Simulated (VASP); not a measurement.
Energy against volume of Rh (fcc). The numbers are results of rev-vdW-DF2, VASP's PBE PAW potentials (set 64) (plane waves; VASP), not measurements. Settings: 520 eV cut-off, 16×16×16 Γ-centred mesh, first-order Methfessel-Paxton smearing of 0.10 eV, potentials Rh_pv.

```
V (Å³/atom)  E (eV/atom)
-----------  -----------
13.372          -4.43439
13.786          -4.44631
14.199          -4.43684
14.613          -4.40959
```

Problem. Fit these four points and predict the energy of the run at 12.958 Å³/atom.

Solution. A cubic in V^(−2/3), the third-order Birch-Murnaghan form, passes through the four points with V0 = 13.80 Å³/atom and B0 = 274 GPa, and gives -4.3967 eV/atom there. The run gave -4.3967 eV/atom, -0.1 meV/atom from the fit; all five points give B0 = 274 GPa.

The compound is Rh in the fcc structure. It was relaxed first.
